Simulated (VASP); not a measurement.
TiMoSe4:

```xyz
6
Lattice="3.2631 0.0000 0.0000 0.0000 3.2631 0.0000 0.0000 0.0000 12.2962" Properties=species:S:1:pos:R:3 pbc="T T T"
Ti    0.0000    0.0000    6.1481
Mo    0.0000    0.0000    0.0000
Se    1.6315    1.6315    4.4823
Se    1.6315    1.6315   10.6281
Se    1.6315    1.6315    1.6681
Se    1.6315    1.6315    7.8139
```

The cell was built by a generator and needn't be a form met in nature.

```yaml
Program: VASP 6.6.1
Task: relaxation of cell and atoms
Functional: PBE
Potentials_or_basis: VASP PAW PBE potentials, release 64 (Ti_sv, Mo_sv, Se)
Cutoff: 520 eV
k_mesh: 4 × 4 × 2
Occupations: gaussian, width 0.15 eV
Spin: no spin polarisation
```

At the start: pressure -8.0 GPa; volume 21.82 Å³/atom.

Where does the relaxation end?

Over 16 steps the energy falls by 230.0 meV/atom and the volume is 23.11 Å³/atom (+5.9 %); space group P4/mmm (No. 123, to 0.05 Å).

The path:
| step | energy change (eV) | largest force (eV/Å) | pressure (GPa) | volume (Å³) |
| --- | --- | --- | --- | --- |
| 1 | 0.0000 | 2.4858 | -8.03 | 130.93 |
| 2 | -0.6211 | 0.2032 | 11.86 | 111.26 |
| 3 | -0.8027 | 1.0546 | 3.71 | 116.94 |
| 4 | -1.0820 | 0.3653 | 2.18 | 121.31 |
| 5 | -1.1779 | 0.4762 | 1.22 | 126.20 |
| 6 | -1.2764 | 0.3798 | -1.65 | 131.16 |
| 7 | -1.2766 | 0.4109 | -1.73 | 131.35 |
| 8 | -1.3164 | 0.2893 | 1.52 | 129.03 |
| 9 | -1.3189 | 0.3195 | 0.83 | 129.44 |
| 10 | -1.3390 | 0.2206 | 0.78 | 130.94 |
| 11 | -1.3530 | 0.3118 | 0.64 | 134.51 |
| 12 | -1.3622 | 0.3498 | -1.14 | 139.14 |
| 13 | -1.3644 | 0.3405 | -0.78 | 137.62 |
| 14 | -1.3719 | 0.2638 | 0.50 | 137.77 |
| 15 | -1.3743 | 0.1749 | 0.24 | 137.72 |
| 16 | -1.3797 | 0.0304 | 0.09 | 138.65 |

Final structure:
```
CELL_PARAMETERS angstrom
3.11201 0.00000 0.00000
0.00000 3.11201 0.00000
0.00000 0.00000 14.31612
ATOMIC_POSITIONS crystal
Ti 0.00000 0.00000 0.50000
Mo 0.00000 0.00000 0.00000
Se 0.50000 0.50000 0.38945
Se 0.50000 0.50000 0.89205
Se 0.50000 0.50000 0.10795
Se 0.50000 0.50000 0.61055
```

Caveat: the k mesh is coarse (spacing up to 0.48 Å⁻¹), so the values aren't converged; this functional lacks dispersion, which binds the layers, so the pressure and a relaxed spacing across them are unreliable.
